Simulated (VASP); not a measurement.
A VASP calculation is set up with these files.

KPOINTS:
```
Automatic mesh
0
Gamma
3 3 3
0 0 0
```

INCAR:
```
ALGO = Normal
EDIFF = 1E-6
ENCUT = 300
GGA = PE
ISIF = 2
ISMEAR = 0
LASPH = .TRUE.
LCHARG = .FALSE.
LMAXMIX = 4
LREAL = .FALSE.
LWAVE = .FALSE.
NELM = 100
PREC = Accurate
SIGMA = 0.05
SYSTEM = Ge(SbTe2)2
```

POSCAR:
```
Ge(SbTe2)2
1.0
  2.1670250000   1.2511330000  14.1085000000
 -2.1670250000   1.2511330000  14.1085000000
  0.0000000000  -2.5022650000  14.1085000000
Ge Sb Te
1 2 4
Cart
  0.0000000000   0.0000000000   0.0000000000
 -0.0000000000   0.0000004273  18.0856861500
 -0.0000000000   0.0000005727  24.2398138500
 -0.0000000000   0.0000001327   5.6165938500
 -0.0000000000   0.0000008673  36.7089061500
 -0.0000000000   0.0000002898  12.2659299000
  0.0000000000   0.0000007102  30.0595701000
```

POTCAR, in this order: Ge_d Sb Te (PBE.64 set). Program: vasp_std.

Task: Translate this PBE calculation to Ansatz.

Result: One equivalent input (not run):
Ansatz 0.2 input:
```yaml
crystal:
  lattice:
    - [2.1670250, 1.2511330, 14.1085000]
    - [-2.1670250, 1.2511330, 14.1085000]
    - [0.0000000, -2.5022650, 14.1085000]
  atoms:
    - { symbol: Ge, position: [0.0000000, 0.0000000, 0.0000000] }
    - { symbol: Sb, position: [0.4273000, 0.4273000, 0.4273000] }
    - { symbol: Sb, position: [0.5727000, 0.5727000, 0.5727000] }
    - { symbol: Te, position: [0.1327000, 0.1327000, 0.1327000] }
    - { symbol: Te, position: [0.8673000, 0.8673000, 0.8673000] }
    - { symbol: Te, position: [0.2898000, 0.2898000, 0.2898000] }
    - { symbol: Te, position: [0.7102000, 0.7102000, 0.7102000] }
kpoints:
  mp_grid: { grid: [3, 3, 3] }
hamiltonian:
  xc: pbe
  pseudopotentials: { kind: paw }
scf:
  occupations: { method: gaussian, width: 0.05 }
  max_iter: 100
output: { forces: true, stress: true, eigenvalues: true }
```
What does not carry over: each code has its own PAW files, so the cut-off isn't converted (ENCUT is set for VASP's; basis.ecutwfc is left out, and Ansatz then takes the one that its files recommend); Ansatz stops its SCF on the density residual and VASP on the energy change (EDIFF).

The structure was generated: GeSb2Te4 was put into an ordered model structure, which need not be its known phase. The cell was not relaxed at this level. The k-mesh is coarse (spacing up to 0.56 per Å, 2π included), so the numbers may not be converged in it.
